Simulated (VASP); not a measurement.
# ZnO (zincite): convergence with the PAW data sets and k-mesh, part 3 of 3

How sensitive are energy, pressure and forces of ZnO (zincite) to the PAW data sets and k-mesh? The series runs use PBE. The start is a cell from a database of measured crystal structures.

VASP 6.6.1, plane waves and PAW; the level of theory is named at each step.

So far. Step 13 (K-mesh: 9 9 5): Against the run before the energy moves by -0.21 meV an atom and the pressure by +0.08 GPa, after 15 cycles in 10 s.

## Step 14: K-mesh: 12 12 7 (continued)

Level of this step: PBE; plane waves and PAW (Zn, O) (VASP).

OUTCAR, selected parts (step 14):

```text
  Total        1.6204048      1.6204048      2.1495716      0.0000000      0.0000000      0.0000000
  in kB       54.5433536     54.5433536     72.3552801      0.0000000      0.0000000      0.0000000
  external PRESSURE =      60.4806624 kB  Pullay stress =       0.0000000 kB

 POSITION                                       TOTAL-FORCE (eV/Angst)
 -----------------------------------------------------------------------------------
     -0.00000      1.87599      2.60285        -0.000000      0.000000     -0.074987
      1.62465      0.93799      0.00000         0.000000      0.000000     -0.074987
      1.62465      0.93799      1.97302         0.000000      0.000000      0.074987
     -0.00000      1.87599      4.57587        -0.000000     -0.000000      0.074987
 -----------------------------------------------------------------------------------
    total drift:                               -0.000000     -0.000000     -0.000043

  FREE ENERGIE OF THE ION-ELECTRON SYSTEM (eV)
  ---------------------------------------------------
  free  energy   TOTEN  =       -17.8179733424 eV

  energy  without entropy=      -17.8179709804  energy(sigma->0) =      -17.81797216

[... 1 part as in an earlier step ...]

[... 2 further parts left out ...]
[key lines of the parts left out:]
E-fermi :   1.6555
```

Against the run before the energy moves by -0.07 meV an atom while the pressure stays within 0.01 GPa, after 15 cycles in 19 s.

## Step 15: K-mesh: 14 14 8

INCAR reads:

```
SYSTEM = ZnO
PREC = Accurate
ENCUT = 520
EDIFF = 1E-06
NELM = 100
ISMEAR = -1
SIGMA = 0.05
LREAL = .FALSE.
ALGO = Normal
GGA = PE
NBANDS = 24
LORBIT = 11
LWAVE = .FALSE.
LCHARG = .FALSE.
KPAR = 4
ISIF = 2
```

POSCAR reads:

```
ZnO
1.0
    3.2493080000      0.0000000000      0.0000000000
   -1.6246540000      2.8139832727      0.0000000000
    0.0000000000      0.0000000000      5.2057090000
Zn O
2 2
Direct
    0.3333333333      0.6666666667      0.5000000000
    0.6666666667      0.3333333333      0.0000000000
    0.6666666667      0.3333333333      0.3790100000
    0.3333333333      0.6666666667      0.8790100000
```

KPOINTS reads:

```
Automatic mesh
0
Gamma
14 14 8
0 0 0
```

The projector-augmented-wave data sets are Zn and O (PBE family, release 64).

Started as:

```console
$ mpirun -np 4 vasp_std
```

The log of the run:

```text
[... set-up lines as in an earlier step ...]
 entering main loop
       N       E                     dE             d eps       ncg     rms          rms(c)
DAV:   1     0.286420072526E+03    0.28642E+03   -0.18574E+04  5808   0.219E+03
DAV:   2     0.726237830075E+01   -0.27916E+03   -0.26506E+03  6192   0.426E+02
DAV:   3    -0.206282306860E+02   -0.27891E+02   -0.27669E+02  6720   0.141E+02
DAV:   4    -0.210617602322E+02   -0.43353E+00   -0.43331E+00  6536   0.186E+01
[...]
DAV:  13    -0.178180033583E+02    0.36407E-05   -0.19535E-05  7560   0.902E-02    0.110E-02
DAV:  14    -0.178180023377E+02    0.10205E-05   -0.84434E-06  6752   0.360E-02    0.415E-03
DAV:  15    -0.178180018141E+02    0.52356E-06   -0.11483E-06  3712   0.109E-02
   1 F= -.17818002E+02 E0= -.17818001E+02  d E =-.186359E-05
```

Elapsed: 30 s, on 4 MPI ranks of AMD EPYC 7R32 (Zen 2), shared host; peak memory 0.87 GiB; 1.9 min of CPU time.

From OUTCAR (step 15):

```text
  Total        1.6211743      1.6211743      2.1503143      0.0000000      0.0000000      0.0000000
  in kB       54.5692545     54.5692545     72.3802795      0.0000000      0.0000000      0.0000000
  external PRESSURE =      60.5062628 kB  Pullay stress =       0.0000000 kB

 POSITION                                       TOTAL-FORCE (eV/Angst)
 -----------------------------------------------------------------------------------
     -0.00000      1.87599      2.60285         0.000000     -0.000000     -0.074974
      1.62465      0.93799      0.00000        -0.000000      0.000000     -0.074974
      1.62465      0.93799      1.97302         0.000000      0.000000      0.074974
     -0.00000      1.87599      4.57587        -0.000000      0.000000      0.074974
 -----------------------------------------------------------------------------------
    total drift:                               -0.000000     -0.000000     -0.000053

  FREE ENERGIE OF THE ION-ELECTRON SYSTEM (eV)
  ---------------------------------------------------
  free  energy   TOTEN  =       -17.8180018141 eV

  energy  without entropy=      -17.8179999506  energy(sigma->0) =      -17.81800088

[... 1 part as in an earlier step ...]

[... 2 further parts left out ...]
[key lines of the parts left out:]
E-fermi :   1.6655
```

Against the run before the energy moves by -0.01 meV an atom while the pressure stays within 0.01 GPa, after 15 cycles in 30 s.

## Step 16: The k-mesh series as a table

This step: convergence of PBE results with the mesh; plane waves and PAW (VASP 6.6.1).

This step runs nothing: it gathers the runs above.

Differences are taken from the run with 14 14 8. Results of the series, by row:

| setting | status | energy less the reference (meV/atom) | pressure (GPa) | largest force difference (meV/Å) | gap (eV) | SCF cycles | wall time (s) |
| --- | --- | --- | --- | --- | --- | --- | --- |
| 2 2 2 | converged | 193.5 | 7.381 | 139.6 | 0.6812 | 15 | 2.2 |
| 3 3 2 | converged | 30.89 | 6.285 | 18.15 | 0.7603 | 15 | 2.6 |
| 4 4 3 | converged | 6.051 | 6.059 | 3.899 | 0.7804 | 15 | 4 |
| 5 5 3 | converged | 1.95 | 5.966 | 0.066 | 0.7848 | 14 | 4.4 |
| 7 7 4 | converged | 0.2849 | 5.969 | 0.227 | 0.7873 | 14 | 7 |
| 9 9 5 | converged | 0.07447 | 6.048 | 0.11 | 0.7883 | 15 | 10.4 |
| 12 12 7 | converged | 0.00718 | 6.048 | 0.013 | 0.7885 | 15 | 19.2 |
| 14 14 8 | converged | 0 | 6.051 | 0 | 0.7885 | 15 | 30 |

## Step 17: Results

| Item | Value |
| --- | --- |
| spread of the pressure over the PAW data sets | 3.23 GPa |
| k-mesh from which the energy stays within 10 meV/atom of the reference | 4 4 3 |
| k-mesh from which the energy stays within 1 meV/atom of the reference | 7 7 4 |
| k-mesh from which the pressure stays within 0.2 GPa of the reference | 4 4 3 |
| spread of the pressure over the k-mesh | 1.42 GPa |
| spread of the energy over the k-mesh | 193 meV/atom |

What this shows: The choice of data set moves the pressure between 2.87 GPa (gw 64: Zn_sv_GW O_GW) and 6.09 GPa (hard 64: Zn O_h); the cutoffs differ too (1000, 400, 520 and 540 eV). The gap moves by up to 0.02 eV. From 7 7 4 on, the energy stays within 1 meV an atom of the reference, at 23 % of its time. The pressure holds within 0.2 GPa from 4 4 3 on. Differences are taken from the run with 14 14 8, which is itself not the exact limit. Data sets differ in their zero of energy, so energies are not compared. The runs at 2 2 2; 3 3 2 are over 30 meV an atom or 2 GPa off and describe the material poorly.

[Lines on the potential files, build, host, timing and source positions are cut from VASP's logs without a mark.]

[Logs are printed without paths, hosts, clocks, repeated set-up lines and the standing remarks that a program may print on its own settings, such as how far it seeks lower states.]

[Hosts, paths, dates, database ids (printed as entryN), source tags and the programs' standing remarks are cut or masked in the printed files.]

[A measured line is paired with the nearest computed mode of its activity, which favours agreement.]
